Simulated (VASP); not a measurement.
OSZICAR of a VASP run on PtSe2 (space group P-3m1):

### OSZICAR
```
       N       E                     dE             d eps       ncg     rms          rms(c)
DAV:   1     0.102910733353E+03    0.10291E+03   -0.86030E+03  3752   0.105E+03
DAV:   2    -0.120561694399E+02   -0.11497E+03   -0.11075E+03  4554   0.228E+02
DAV:   3    -0.182385450107E+02   -0.61824E+01   -0.60444E+01  4470   0.517E+01
DAV:   4    -0.183181372631E+02   -0.79592E-01   -0.79476E-01  4332   0.646E+00
DAV:   5    -0.183191555640E+02   -0.10183E-02   -0.10182E-02  4396   0.692E-01    0.146E+01
DAV:   6    -0.177187317613E+02    0.60042E+00   -0.43773E+00  3792   0.224E+01    0.915E+00
DAV:   7    -0.175251890526E+02    0.19354E+00   -0.87134E-01  3816   0.107E+01    0.466E+00
DAV:   8    -0.174982785094E+02    0.26911E-01   -0.76071E-02  4104   0.183E+00    0.166E+00
DAV:   9    -0.174915067138E+02    0.67718E-02   -0.98513E-03  4004   0.114E+00    0.379E-01
DAV:  10    -0.174911529939E+02    0.35372E-03   -0.26808E-03  4130   0.410E-01    0.130E-01
DAV:  11    -0.174911462031E+02    0.67909E-05   -0.27820E-04  4096   0.142E-01    0.367E-02
DAV:  12    -0.174911467996E+02   -0.59647E-06   -0.87290E-06  4104   0.314E-02
   1 F= -.17491147E+02 E0= -.17490623E+02  d E =-.104829E-02  mag=     0.0000    -0.0000     0.0000
       N       E                     dE             ncg
```

Problem. Which electronic solver shows in the log?

Solution. It is blocked Davidson (ALGO = Normal, or the opening steps of other solvers). The INCAR had ALGO = Normal.

Problem. How was spin treated?

Solution. With non-collinear spinors: mag has three components.

Problem. Can the final energy be trusted as converged?

Solution. Self-consistency was reached. It stopped with EDIFF = 1E-6, NELM = 100 (LDA (Ceperley-Alder, Perdew-Zunger) with spin-orbit coupling, plane waves, VASP's LDA PAW potentials (set 64)).

The structure comes from a computed database's PtSe2 entry (P-3m1); how it stands against other phases isn't given here. It was relaxed first, which changed the volume by -17 %.
